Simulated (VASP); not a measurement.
All values below come from PBE GGA, VASP's PBE PAW potentials (set 64) (plane waves; VASP 6.6.1).

The input files of a VASP run:

**KPOINTS**
```
Automatic mesh
0
Gamma
1 1 1
0 0 0
```

### INCAR
```
# general
SYSTEM   =  Cl atom
PREC     =  Normal
ENCUT    =  520   # plane-wave cut-off (eV)
LREAL    =  .False.
LASPH    =  .True.
ISYM     =  0

# electronic loop
EDIFF    =  1E-6   # SCF stop (eV)
NELM     =  200   # most electronic steps
ALGO     =  All

# smearing
ISMEAR   =  0
SIGMA    =  0.01   # width (eV)

# functional
GGA      =  PE

# spin
ISPIN    =  2   # spin-polarised
MAGMOM   =  1
NUPDOWN  =  1

# output
LWAVE    =  .False.
LCHARG   =  .False.
LORBIT   =  10
```

**POSCAR**
```
Cl atom
1
   12.0000000000     0.0000000000     0.0000000000
    0.0000000000    12.5000000000     0.0000000000
    0.0000000000     0.0000000000    13.0000000000
Cl
1
Direct
  0.0000000000   0.0000000000   0.0000000000
```

POTCAR, in this order: Cl (PBE.64 set). Program: vasp_gam. Read from the step before: WAVECAR.

What VASP printed:

OSZICAR:
```
       N       E                     dE             d eps       ncg     rms           ort
SDA:   1    -0.246422082106E+00   -0.24642E+00    0.00000E+00     8   0.220E-05   0.000E+00
CGA:   2    -0.246422319475E+00   -0.23737E-06   -0.24140E-06     8   0.316E-06   0.406E-07
SDA:   3    -0.249525967019E+00   -0.31036E-02   -0.17405E-02     8   0.177E-01   0.476E-04
SDA:   4    -0.283879725470E+00   -0.34354E-01   -0.36271E-01     8   0.278E+00  -0.134E-01
CGA:   5    -0.333431667547E+00   -0.49552E-01   -0.49537E-01     8   0.601E-01   0.159E-03
CGA:   6    -0.357739523880E+00   -0.24308E-01   -0.24171E-01     8   0.268E-01   0.137E-02
CGA:   7    -0.366490641009E+00   -0.87511E-02   -0.87560E-02     8   0.821E-02  -0.630E-04
CGA:   8    -0.369243587078E+00   -0.27529E-02   -0.27711E-02     8   0.291E-02  -0.352E-04
CGA:   9    -0.370263556210E+00   -0.10200E-02   -0.10218E-02     8   0.827E-03   0.812E-06
CGA:  10    -0.370541779559E+00   -0.27822E-03   -0.27760E-03     8   0.229E-03  -0.104E-05
CGA:  11    -0.370610521651E+00   -0.68742E-04   -0.68541E-04     8   0.617E-04  -0.297E-06
CGA:  12    -0.370630094340E+00   -0.19573E-04   -0.19670E-04     8   0.137E-04   0.199E-06
CGA:  13    -0.370634650331E+00   -0.45560E-05   -0.45606E-05     8   0.261E-05   0.106E-07
CGA:  14    -0.370635670197E+00   -0.10199E-05   -0.10032E-05     8   0.562E-06  -0.523E-07
CGA:  15    -0.370635869995E+00   -0.19980E-06   -0.20847E-06     8   0.179E-06   0.308E-07
   1 F= -.37063587E+00 E0= -.37063587E+00  d E =-.347419E-18  mag=     1.0000
```

File OUTCAR:
```
------------------------ aborting loop because EDIFF is reached ----------------------------------------
  FORCE on cell =-STRESS in cart. coord.  units (eV):
  Direction    XX          YY          ZZ          XY          YZ          ZX
  --------------------------------------------------------------------------------------
  Total       -0.0102364     -0.0119365     -0.0141795     -0.0002932      0.0004026     -0.0000806
  in kB       -0.0084105     -0.0098074     -0.0116503     -0.0002409      0.0003308     -0.0000662
  external PRESSURE =      -0.0099561 kB  Pullay stress =       0.0000000 kB
  volume of cell :     1950.00
      direct lattice vectors                 reciprocal lattice vectors
    12.000000000  0.000000000  0.000000000     0.083333333  0.000000000  0.000000000
     0.000000000 12.500000000  0.000000000     0.000000000  0.080000000  0.000000000
     0.000000000  0.000000000 13.000000000     0.000000000  0.000000000  0.076923077
 POSITION                                       TOTAL-FORCE (eV/Angst)
 -----------------------------------------------------------------------------------
      0.00000      0.00000      0.00000        -0.000000     -0.000001     -0.000000
 -----------------------------------------------------------------------------------
    total drift:                               -0.000000     -0.000001     -0.000000
  FREE ENERGIE OF THE ION-ELECTRON SYSTEM (eV)
  ---------------------------------------------------
  free  energy   TOTEN  =        -0.3706358700 eV

  energy  without entropy=       -0.3706358700  energy(sigma->0) =       -0.37063587

 total charge

# of ion       s       p       d       tot
------------------------------------------
    1        1.621   3.282   0.000   4.902

 magnetization (x)

# of ion       s       p       d       tot
------------------------------------------
    1        0.015   0.692   0.000   0.707
```
(Selected blocks of OUTCAR.)

**OUTCAR**
```
 val. band max:       -8.0276582897   @ k =   0.0000   0.0000   0.0000

 cond. band min:      -7.5394557754   @ k =   0.0000   0.0000   0.0000


 Fermi energy:        -8.3446257901

 spin component 1

 k-point     1 :       0.0000    0.0000    0.0000
  band No.  band energies     occupation
      1     -21.0871      1.00000
      2      -9.9232      1.00000
      3      -8.4057      1.00000
      4      -8.4055      1.00000
      5      -0.3862      0.00000
      6       0.5411      0.00000
      7       0.6687      0.00000
      8       0.7634      0.00000

 Fermi energy:        -7.9429453976

 spin component 2

 k-point     1 :       0.0000    0.0000    0.0000
  band No.  band energies     occupation
      1     -19.9110      1.00000
      2      -8.0279      1.00000
      3      -8.0277      1.00000
      4      -7.5395      0.00000
      5      -0.2922      0.00000
      6       0.5979      0.00000
      7       0.7444      0.00000
      8       0.8214      0.00000
```

The atom may not be in its lowest state.

The cell is a free atom in a box.
